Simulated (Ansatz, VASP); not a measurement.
# Cross-check of EuMg2Bi2 between VASP and Ansatz, part 2 of 2

Wanted: the spread between two codes on one cell, functional and k mesh. The cell is taken from a series of VASP runs on this material, whose earlier steps may have relaxed, scaled or displaced it; both programs get it as it stands.

VASP 6.6.1 and Ansatz 0.2.0.

So far: The starting structure; VASP: zone-centre phonons, PBEsol, DFT+U.

**3. Ansatz: zone-centre phonons, PBEsol, DFT+U**

Level of this step: Ansatz beside VASP: Kohn-Sham DFT, plane waves, PBEsol, DFT+U (Ansatz).

Ansatz runs on its default PAW (the set named soft_2) files.

The same cell, functional, mesh and smearing now go to Ansatz, which takes its cutoff from its data sets.

Contents of input.yaml:

```yaml
crystal:
  lattice:
    - [4.7802549891, 0.0, 0.0]
    - [-2.3901274945, 4.1398222571, 0.0]
    - [0.0, 0.0, 7.7873736937]
  atoms:
    - { symbol: Eu, position: [0.0, 0.0, 0.0], spin: 6.768 }
    - { symbol: Mg, position: [0.6666666667, 0.3333333333, 0.6275105146], spin: -0.004 }
    - { symbol: Mg, position: [0.3333333333, 0.6666666667, 0.3724894854], spin: -0.004 }
    - { symbol: Bi, position: [0.6666666667, 0.3333333333, 0.2469147145], spin: -0.022 }
    - { symbol: Bi, position: [0.3333333333, 0.6666666667, 0.7530852855], spin: -0.022 }
hamiltonian:
  xc: pbesol
  pseudopotentials: { kind: paw }
  hubbard: { sites: [{ species: Eu, l: f, u_eff: 7.0 }] }
magnetization:
  spin_polarized: true
kpoints:
  mp_grid: { grid: [7, 7, 4] }
scf:
  occupations: { method: methfessel_paxton, width: 0.2 }
phonons:
  method: dfpt
  qpoints: [[0, 0, 0]]
```

Started as:

```sh
ansatz run input.yaml --threads 4 --pin off --max-ram 9216MiB --backend cpu --events-out ev --progress --plain --runs-dir out
```

Numbers of over 12 decimals in the logs are rounded to 6 here.

What it wrote:

```text
Eu: projections on atomic orbitals take those of the free atom [Kr 4d10] 4f7 5s2 5p6 5d0 6s2, of charge +0.00 (hamiltonian.pseudopotentials.projection_atoms); the dataset's partial waves leave at most 1.0e-3 of an orbital's norm unspanned inside its sphere
Mg: projections on atomic orbitals take those of the free atom [He] 2s2 2p6 3s2, of charge +0.00 (hamiltonian.pseudopotentials.projection_atoms); the dataset's partial waves leave at most 2.0e-8 of an orbital's norm unspanned inside its sphere
Bi: projections on atomic orbitals take those of the free atom [Xe 4f14] 5d10 6s2 6p3, of charge +0.00 (hamiltonian.pseudopotentials.projection_atoms); the dataset's partial waves leave at most 4.7e-5 of an orbital's norm unspanned inside its sphere
Engine: ansatz 0.2.0, x86_64-unknown-linux-gnu
Pseudopotentials: kind: paw
Pseudopotential: Eu, paw, valence charge 17, recommended cutoff 420 eV (normal), Eu.paw.azcp
Pseudopotential: Mg, paw, valence charge 10, recommended cutoff 420 eV (normal), Mg.paw.azcp
Pseudopotential: Bi, paw, valence charge 15, recommended cutoff 420 eV (normal), Bi.paw.azcp
Functional definition: PBEsol
  exchange = pbesol_x
  correlation = pbesol_c
Crystal: 5 atoms, lattice volume = 154.107 Å³
Basis set: ecut = 420 eV, 2997 PW (Γ), exchange–correlation on 64×64×108 points (8 copies of the dense FFT grid, shifted against one another)
Bands: 47, of which v1, the nominal top of the filled ones, is band 34 counted from 1 (33 counted from 0)
Symmetry: 12 space group operations
Space group: P-3m1 (ITA 164), of the structure as read, at distance tolerance 5.4e-5 Å
Magnetic group: BNS 164.85 (UNI 1315), of the structure as read, at distance tolerance 5.4e-5 Å
k-points: 28 of 196
Non-local potential: Eu, projectors of the file, l = 0: 3, l = 1: 2, l = 2: 2, l = 3: 3
Non-local potential: Mg, projectors of the file, l = 0: 3, l = 1: 2, l = 2: 1
Non-local potential: Bi, projectors of the file, l = 0: 2, l = 1: 2, l = 2: 2, l = 3: 2
PAW form: soft (Blöchl's): semilocal exchange-correlation on the pseudo side does not see the compensation charge
PAW frozen core: Eu, regenerated for the run's functional, and the local potential with it (the file was generated under x = pbe(κ = 0.804, μ = 0.219515), c = pbe(β = 0.066725))
PAW frozen core: Mg, regenerated for the run's functional, and the local potential with it (the file was generated under x = pbe(κ = 0.804, μ = 0.219515), c = pbe(β = 0.066725))
PAW frozen core: Bi, regenerated for the run's functional, and the local potential with it (the file was generated under x = pbe(κ = 0.804, μ = 0.219515), c = pbe(β = 0.066725))
PAW one-centre angular grid: Eu, 590 points (default); XC on 64 Gauss nodes
PAW one-centre angular grid: Mg, 110 points (default); XC on 64 Gauss nodes
PAW one-centre angular grid: Bi, 590 points (default); XC on 64 Gauss nodes
Initial density: superposition of atomic densities (chi_scale 0.1, normalization cell)
Starting moments: Σ|m| = 0.052 μB on 4 of 5 sites
Initial wavefunctions: pseudopotential atomic-orbital guess
Functional: x = pbesol(κ = 0.804, μ = 0.123457), c = pbesol(β = 0.046)
Initial density: handed on by an earlier stage of this run
Starting moments: Σ|m| = 0.052 μB on 4 of 5 sites; this step starts from the density that it was given
SCF 1 converged in 5 iterations: F = -36975.317760 eV  dr2 = 1.52e-8
  greatest PAW one-centre occupation: 1.000 electrons in one spin orbital (limit 2), on the Eu atom at site 0 (counted from 0), in its partial waves of l = 0
Bands: 45, of which v1, the nominal top of the filled ones, is band 34 counted from 1 (33 counted from 0)
k-points: 60 of 196 (irreducible under 2 space group operations, time reversal used)
Initial density: read from a saved state, or passed on in memory by an earlier SCF of this step, an earlier step, the calling program or the single point that the run made first
Stability of the state it starts from, as read at its close in the collinear treatment: not read, because cold or Methfessel-Paxton smearing, or corrected tetrahedra, fill the levels in a way that the test cannot read (fill_not_monotonic); its run was given moments
Starting moments: Σ|m| = 6.82 μB on 5 of 5 sites; this step starts from the density that it was given
iter 1 solved again at ethr=6.12e-7 eV; its pass at ethr=3.10e-3 eV (dr2=4.10e-4 eV) is discarded
SCF iter   1: F=—  HF=-36975.317762 eV  |F-HF|=—  |Δ(HF+E_count)|=         —  Δρ=2.21e-6 (↑2.21e-6 ↓1.31e-6)  dr2=1.86e-8  dr2_m=1.28e-9  M=7.001 μB ∫|m|=7.220 μB  β_m=0.30  ethr=6.12e-7  ⟨swp⟩=3.8  Hψ=40482  notcnv=0
eigensolver tolerance schedule: the retry pair's looser diagonalisation over-reported the residual by 22032.88 of it (diagonalisation noise at an unbounded share of the residual, at the tolerance the schedule requests for it); recorded, not acted on — ethr = c·dr2/N_el stays at c = 1.0e-1
preconditioner: auto → Resta (q_TF=auto, 2.375 Å⁻¹)  ε∞=4.3  [insulator: Δε(μ)=0.277 eV  Ē_g=7.939 eV  σ=0.200 eV  W_gap=0.69  n_scr=34 (ndim 8)  ℏωp=14.3 eV  f_vac=0.024  D(μ)=0.04/eV (n_scr^D=0)  ε∞_Penn≈4.3]
spin=Collinear: Resta preconditioning applied to the charge; magnetization (m = ρ↑ − ρ↓) channel mixes plain (no charge-response kernel on spin).
SCF iter   2: F=—  HF=-36975.317760 eV  |F-HF|=—  |Δ(HF+E_count)|=   1.17e-6  S|Δr|=    0.00e0  Δρ=1.18e-6 (↑1.18e-6 ↓9.93e-7)  dr2=9.50e-9  dr2_m=5.04e-10  M=7.001 μB ∫|m|=7.220 μB  β_m=0.53  ethr=2.78e-11  ⟨swp⟩=4.0  Hψ=15931  notcnv=0
SCF iter   3: F=—  HF=-36975.317760 eV  |F-HF|=—  |Δ(HF+E_count)|=   3.11e-9  S|Δr|=    0.00e0  Δρ=9.88e-7 (↑9.88e-7 ↓5.32e-7)  dr2=3.12e-9  dr2_m=2.59e-10  M=7.001 μB ∫|m|=7.221 μB  β_m=0.70  ethr=1.42e-11  ⟨swp⟩=2.0  Hψ=8315  notcnv=0
SCF iter   4: F=—  HF=-36975.317760 eV  |F-HF|=—  |Δ(HF+E_count)|=   1.46e-9  S|Δr|=    0.00e0  Δρ=3.17e-7 (↑3.17e-7 ↓2.55e-7)  dr2=7.59e-10  dr2_m=2.65e-11  M=7.001 μB ∫|m|=7.221 μB  β_m=0.61  ethr=4.66e-12  ⟨swp⟩=2.0  Hψ=8491  notcnv=0
SCF iter   5: F=—  HF=-36975.317760 eV  |F-HF|=—  |Δ(HF+E_count)|=  1.38e-10  S|Δr|=    0.00e0  Δρ=2.58e-7 (↑2.58e-7 ↓1.90e-7)  dr2=4.32e-10  dr2_m=6.55e-12  M=7.001 μB ∫|m|=7.221 μB  β_m=0.78  ethr=1.13e-12  ⟨swp⟩=1.7  Hψ=6084  notcnv=0
SCF iter   6: F=—  HF=-36975.317760 eV  |F-HF|=—  |Δ(HF+E_count)|=  1.02e-10  S|Δr|=    0.00e0  Δρ=7.90e-8 (↑7.90e-8 ↓5.26e-8)  dr2=3.20e-11  dr2_m=1.27e-12  M=7.001 μB ∫|m|=7.221 μB  β_m=0.89  ethr=1.00e-12  ⟨swp⟩=2.1  Hψ=8223  notcnv=0
SCF iter   7: F=-36975.317760 eV  HF=-36975.317760 eV  |F-HF|=7.28e-12  |Δ(HF+E_count)|=  7.28e-12  S|Δr|=    0.00e0  Δρ=1.32e-8 (↑1.32e-8 ↓7.71e-9)  dr2=8.88e-13  dr2_m=2.86e-14  M=7.001 μB ∫|m|=7.221 μB  ethr=1.00e-12  ⟨swp⟩=9.7  Hψ=28971  notcnv=0
SCF 2 converged in 7 iterations: F = -36975.317760 eV  dr2 = 8.88e-13
this state was not tested for a lower state beside it, because cold or Methfessel-Paxton smearing, or corrected tetrahedra, fill the levels in a way that the test cannot read (fill_not_monotonic; see scf.lower_state_search)
DFPT response loops at Γ: preconditioner auto → Kerker (q_TF=auto, 2.375 Å⁻¹) (partly filled bands, converged f_vac=0.024); β = 1.00, the filter's whole step (`scf.mixing.beta` (0.30) is not read by the response loops under this deck's `scf.mixing.preconditioner`; to damp them name `kerker` or `kerker_dos`, under which they read `scf.mixing.beta`, and type it under 1.00, their step now; both keys bind the ground state too); Broyden in place of MSR1
SCF converged after 7 iterations
Magnetization: 7.0008 μB (37.0004 up, 29.9996 down)
Absolute magnetization: 7.2213 μB (∫|ρ↑−ρ↓|, with the PAW one-centre terms)
Spin contamination: 0.0126 ħ² per cell (⟨S²⟩ above its minimum at these occupations)
Per-site moments (μB) at R_I (Å): [(6.952536, 1.387507), (-0.010374, 1.207803), (-0.010374, 1.207803), (-0.020227, 1.207803), (-0.020227, 1.207803)]
Free energy (F): -36975.317760 eV
Harris-Foulkes:  -36975.317760 eV  (|F-HF|=7.28e-12)
Internal energy: -36975.318991 eV  (E = F + TS)
E sigma→0 (E₀):  -36975.318068 eV
Entropy (-TS):   0.001231 eV (0.246 meV/atom)
Fermi energy:    8.667406 eV
Step filling:    the computed levels leave a gap of 0.2772 eV = 1.4 smearing widths at the electron count; against every level under it full and every level over it empty, smearing changes F+E_penalty+E_count by +0.403 meV and its σ→0 estimate by +0.096 meV
--- Per-component energies (eV) ---
  E_band       = -975.614152
  E_kinetic    = 1110.321596
  E_local      = -8664.037459  (includes V_loc(G=0)·N_el)
  E_nonlocal   = 1795.275128
  E_hartree    = 3115.021009
  E_xc         = -531.160791
  E_vxc        = -562.203107  (∫ρ·V_xc dr)
  E_hubbard    = 0.070730  (on-site DFT+U / exact-exchange correction)
  E_vhub       = -24.344377  (the Hubbard potential's part of the band-sum identity)
  E_paw        = -27875.523944  (= ΣΔE_a)
  E_vpaw       = -860.666987  (= ΣTr[D̂ρ^β])
  E_aug_tail   = -0.000934  (compensation charges beyond the density's cutoff)
  E_ewald      = -5926.168386
  E_core_change = 0.884060  (= ΣΔE_core)
  E_smearing   = 0.001231  (= −TS)
  E_closure    = 0.000000  (closes the sum)
  Σ components = -36975.317760   (vs F -36975.317760, Δ=0.00e0)
--- Band table (eV; the first three rows and the last of 120) ---
  k-point 0 ↑: bands = [... 30 lower, 5.6154, 5.6588, 6.9405, 6.9405, 8.3568, 8.3568, 8.4266, 8.7038, ... 7 higher]
  k-point 1 ↑: bands = [... 30 lower, 5.6163, 5.6589, 7.0080, 7.0495, 7.0495, 8.1081, 8.1081, 9.1873, ... 7 higher]
  k-point 2 ↑: bands = [... 30 lower, 5.6588, 5.7870, 5.8908, 7.2146, 7.2146, 7.8271, 7.8271, 9.1542, ... 7 higher]
  k-point 59 ↓: bands = [... 30 lower, 9.8329, 10.6540, 10.8053, 11.1222, 11.7511, 11.9470, 12.8550, 13.3737, ... 7 higher]
Occupation matrices written to <dir>
--- Phonons (Γ-DFPT): 6 representative perturbations + reference, on 60 of 196 k-points (Σ response iterations 56) ---
  k mesh reduced under 2 symmetry operations, with k and −k counted as one. Each operation leaves every solved perturbation unchanged. A smaller set is not considered because the run has a Hubbard term
  ASR residual: 3.402e-5 → 0.000e0 eV/Å²; symmetrization residual: 3.186e-5 eV/Å²
  ASR residual per site (eV/Å²): 3.40e-5 2.75e-5 2.75e-5 1.91e-5 1.91e-5
  Γ frequencies (cm⁻¹): 0.00 0.00 0.00 55.62 55.62 76.85 76.85 84.23 89.56 196.45 196.45 202.66 214.95 214.95 220.00
  non-analytic LO–TO correction: not included (Born effective charges unavailable; polar crystals: no LO–TO splitting at Γ)
--- Phonons (arbitrary-q DFPT): 1 explicit q-point ---
  q = [0, 0, 0] (of the zone-centre solve; hermiticity 1.37e-5, symmetrization 1.69e-7): -0.00 -0.00 -0.00 55.62 55.62 76.85 76.85 84.23 89.56 196.45 196.45 202.66 214.95 214.95 220.00
  sum rule: each row above includes the acoustic sum rule's correction from the zone centre's row sums; it moved no ω² by more than (0.55 cm⁻¹)²
```

Run time: 2.5 min. Hardware: 4 threads of Intel Xeon Platinum 8559C (Emerald Rapids), shared host; peak memory 2.5 GiB; 9.3 min of CPU time.

The column dr2 measures how far the density is from self-consistency, as an energy; F and HF (Harris–Foulkes) agree once it is small.

**4. Comparison**

Known differences besides the potentials themselves: U acts on the PAW sphere in VASP and on atomic orbitals in Ansatz, so only states and trends compare; the data sets hold 67 valence electrons in Ansatz (default PAW (the set named soft_2) files) and 51 in VASP; the cutoff is 420 eV in Ansatz and 450 eV in VASP; Ansatz makes its cores anew for this functional, VASP keeps those of its PBE data sets; VASP uses finite displacements, Ansatz perturbation theory. Total energies have different zeros and are not compared.

Both answers:

```
                    quantity  Ansatz   VASP  difference
  optical mode 1 to 2 (cm⁻¹)    55.6   55.3     +0.59 %
  optical mode 3 to 4 (cm⁻¹)    76.8   78.3     -1.85 %
       optical mode 5 (cm⁻¹)    84.2   84.2     +0.01 %
       optical mode 6 (cm⁻¹)    89.6   90.4     -0.92 %
  optical mode 7 to 8 (cm⁻¹)   196.4  196.6     -0.08 %
       optical mode 9 (cm⁻¹)   202.7  202.8     -0.08 %
optical mode 10 to 11 (cm⁻¹)   214.9  215.1     -0.08 %
      optical mode 12 (cm⁻¹)   220.0  220.8     -0.37 %
```

Modes are paired by rising frequency and degeneracy, not by their patterns, so a pair may still set unlike modes beside each other.

**5. Outcome**

- r.m.s. difference of the optical zone-centre modes, each program's sorted by frequency (zone-centre phonons, PBEsol, DFT+U): 0.70 cm⁻¹
- difference in optical mode 3 to 4 (zone-centre phonons, PBEsol, DFT+U): -1.9 %

The r.m.s. difference of the optical zone-centre modes, each program's sorted by frequency is 0.70 cm⁻¹ (zone-centre phonons, PBEsol, DFT+U). Among the rows given in per cent, the largest difference of the zone-centre phonons, PBEsol, DFT+U pair is in optical mode 3 to 4, -1.9 %. How closely two codes agree says nothing of how well the functional describes the real material.

[Lines on the potential files, build, host, timing and source positions are cut from VASP's logs without a mark.]

[Logs are printed without paths, hosts, clocks, repeated set-up lines and the standing remarks that a program may print on its own settings, such as how far it seeks lower states.]

[Hosts, paths, dates, database ids (printed as entryN), source tags and the programs' standing remarks are cut or masked in the printed files.]
